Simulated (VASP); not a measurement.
Output of a VASP run:

### OUTCAR
```
 ion  position               nearest neighbor table
   1  0.333  0.667  0.250-   2 3.49   2 3.49   2 3.57   2 3.57   2 3.58   2 3.58
   2  0.692  0.359  0.750-   1 3.49   1 3.49   1 3.57   1 3.57   1 3.58   1 3.58
  LATTYP: Found a base centered orthorhombic cell.
 ALAT       =     3.5123480000
 B/A-ratio  =     1.8067964792
 C/A-ratio  =     1.6380429844
 Subroutine PRICEL returns:
 Original cell was already a primitive cell.
 Subroutine GETGRP returns: Found  4 space group operations
The static configuration has the point symmetry C_1 .
 The point group associated with its full space group is C_2h.
The dynamic configuration has the point symmetry C_1 .
 Subroutine INISYM returns: Found  4 space group operations
 Subroutine IBZKPT returns following result:
 Found      1 irreducible k-points:

 Following reciprocal coordinates:
            Coordinates               Weight
  0.000000  0.000000  0.000000      1.000000
   k-points           NKPTS =      1   k-points in BZ     NKDIM =      1   number of bands    NBANDS=     13
   number of dos      NEDOS =    301   number of ions     NIONS =      2
   total plane-waves  NPLWV =  23040
   dimension x,y,z NGX =    24 NGY =   24 NGZ =   40
   dimension x,y,z NGXF=    48 NGYF=   48 NGZF=   80
   ions per type =               2
   PREC   = accura    normal or accurate (medium, high low for compatibility)
   ISTART =      0    job   : 0-new  1-cont  2-samecut
   ICHARG =      2    charge: 1-file 2-atom 10-const
   ISPIN  =      1    spin polarized calculation?
   LNONCOLLINEAR =      F non collinear calculations
   LSORBIT =      F    spin-orbit coupling
   INIWAV =      1    electr: 0-lowe 1-rand  2-diag
   ENCUT  =  400.0 eV  29.40 Ry    5.42 a.u.   5.91  5.91  9.38*2*pi/ulx,y,z
   NELM   =    100;   NELMIN=  2; NELMDL= -5     # of ELM steps
   EDIFF  = 0.1E-05   stopping-criterion for ELM
   LREAL  =      F    real-space projection
   NLSPLINE    = F    spline interpolate recip. space projectors
   LMAXMIX     =    6 max onsite mixed and CHGCAR
   VOSKOWN=      0    Vosko Wilk Nusair interpolation
   EDIFFG = 0.1E-04   stopping-criterion for IOM
   NSW    =      0    number of steps for IOM
   NBLOCK =      1;   KBLOCK =      1    inner block; outer block
   IBRION =     -1    ionic relax: 0-MD 1-quasi-New 2-CG
   NFREE  =      0    steps in history (QN), initial steepest desc. (CG)
   ISIF   =      2    stress and relaxation
   ISYM   =      2    0-nonsym 1-usesym 2-fastsym
   TEIN   =    0.0    initial temperature
   TEBEG  =    0.0;   TEEND  =   0.0 temperature during run
   SMASS  =  -3.00    Nose mass-parameter (am)
   PSTRESS=    0.0 pullay stress
   NELECT =      18.0000    total number of electrons
   EFERMI =   0.00;   METHOD = LEGACY
   ISMEAR =     1;   SIGMA  =   0.10  broadening in eV -4-tet -1-fermi 0-gaus
   IALGO  =     38    algorithm
   LDIAG  =      T    sub-space diagonalisation (order eigenvalues)
   IMIX   =      4    mixing-type and parameters
     AMIX     =   0.40;   BMIX     =  1.00
     AMIX_MAG =   1.60;   BMIX_MAG =  1.00
     AMIN     =   0.10
   GGA     = PE    functional components
   VOSKOWN =     0    Vosko Wilk Nusair interpolation
   LHFCALC =     F    Hartree Fock is set to
   LHFONE  =     F    Hartree Fock one center treatment
   AEXX    =    0.0000 exact exchange contribution
   IVDW    =     0    specifies the selected vdW correction
   LEPSILON=     F    determine dielectric tensor
   LRPA    =     F    only Hartree local field effects (RPA)
  energy-cutoff  :      400.00
  volume of cell :       64.12
      direct lattice vectors                 reciprocal lattice vectors
     1.756174000 -3.173049000  0.000000000     0.284709829 -0.157577144  0.000000000
     1.756174000  3.173049000  0.000000000     0.284709829  0.157577144  0.000000000
     0.000000000  0.000000000  5.753377000     0.000000000  0.000000000  0.173810964
 k-point     1 :   0.0000 0.0000 0.0000  plane waves:    1137
 maximum number of plane-waves:      1137
```

OSZICAR:
```
       N       E                     dE             d eps       ncg     rms          rms(c)
DAV:   1     0.556204691138E+02    0.55620E+02   -0.75987E+03    34   0.103E+03
DAV:   2    -0.876460857158E+01   -0.64385E+02   -0.63720E+02    39   0.468E+02
DAV:   3    -0.119464335418E+02   -0.31818E+01   -0.31714E+01    39   0.646E+01
DAV:   4    -0.121915947495E+02   -0.24516E+00   -0.24514E+00    44   0.108E+01
DAV:   5    -0.122118377138E+02   -0.20243E-01   -0.20242E-01    44   0.272E+00    0.554E+01
DAV:   6    -0.120969611764E+02    0.11488E+00   -0.78779E-02    44   0.272E+00    0.337E+01
DAV:   7    -0.120235713417E+02    0.73390E-01   -0.16550E-01    44   0.353E+00    0.581E-01
DAV:   8    -0.120236880719E+02   -0.11673E-03   -0.40444E-03    36   0.691E-01    0.219E-01
DAV:   9    -0.120236349390E+02    0.53133E-04   -0.44654E-04    36   0.257E-01    0.583E-02
DAV:  10    -0.120236354799E+02   -0.54090E-06   -0.45730E-05    44   0.792E-02    0.130E-02
DAV:  11    -0.120236343192E+02    0.11607E-05   -0.32280E-06    28   0.258E-02    0.442E-03
DAV:  12    -0.120236346684E+02   -0.34918E-06   -0.11128E-06    28   0.248E-02
   1 F= -.12023635E+02 E0= -.12025567E+02  d E =0.579791E-02
```

OUTCAR:
```
------------------------ aborting loop because EDIFF is reached ----------------------------------------
  FORCE on cell =-STRESS in cart. coord.  units (eV):
  Direction    XX          YY          ZZ          XY          YZ          ZX
  --------------------------------------------------------------------------------------
  Total        1.0827531     -1.3634200     20.7835018     -0.4049621      0.0000000      0.0000000
  in kB       27.0547097    -34.0677208    519.3165408    -10.1187720      0.0000000      0.0000000
  external PRESSURE =     170.7678432 kB  Pullay stress =       0.0000000 kB
  volume of cell :       64.12
      direct lattice vectors                 reciprocal lattice vectors
     1.756174000 -3.173049000  0.000000000     0.284709829 -0.157577144  0.000000000
     1.756174000  3.173049000  0.000000000     0.284709829  0.157577144  0.000000000
     0.000000000  0.000000000  5.753377000     0.000000000  0.000000000  0.173810964
 POSITION                                       TOTAL-FORCE (eV/Angst)
 -----------------------------------------------------------------------------------
      1.75617      1.05769      1.43834         0.177282     -0.203000     -0.000000
      1.84493     -1.05769      4.31503        -0.177282      0.203000      0.000000
 -----------------------------------------------------------------------------------
    total drift:                               -0.000004      0.000000     -0.000000
  FREE ENERGIE OF THE ION-ELECTRON SYSTEM (eV)
  ---------------------------------------------------
  free  energy   TOTEN  =       -12.0236346684 eV

  energy  without entropy=      -12.0294325765  energy(sigma->0) =      -12.02556730
```
(Selected blocks of OUTCAR.)

File POSCAR:
```
Ho
1
    1.7561740000    -3.1730490000     0.0000000000
    1.7561740000     3.1730490000     0.0000000000
    0.0000000000     0.0000000000     5.7533770000
Ho
2
Direct
  0.3333330000   0.6666670000   0.2500000000
  0.6919370000   0.3586030000   0.7500000000
```

### Question
Reconstruct the remaining input files.

### Answer
This is not unique; one that fits is the input of the run itself, PBE GGA, plane waves, VASP's PBE PAW potentials (set 64).

### KPOINTS
```
Automatic mesh
0
G
 1 1 1
```

INCAR:
```
NELM = 100   # most electronic steps
PREC = Accurate
ISIF = 2   # forces and stress, cell fixed
SYSTEM = Ho
LWAVE = F
LASPH = T   # aspherical one-centre terms
EDIFF = 1E-6
LCHARG = F
ENCUT = 400   # plane-wave cut-off (eV)
LMAXMIX = 6   # l cut-off of mixed one-centre charges
SIGMA = 0.1
ISMEAR = 1   # Methfessel-Paxton
LREAL = F
ALGO = Normal   # blocked Davidson
GGA = PE
```

POTCAR, in this order: Ho_3 (PBE.64 set). Program: vasp_std.

The 4f electrons are frozen in the core of the lanthanide potential, so 4f levels, which can set the real gap, and their magnetism are missing.

The compound is Ho in the hcp structure. The cell was not relaxed at this level, atoms are displaced from their ideal sites. The k-mesh is coarse (spacing up to 2.04 per Å, 2π included), so the numbers may not be converged in it. The run is one of a series of settings (KPOINTS 1×1×1 Γ-centred mesh against the base run), some of them coarse on purpose.
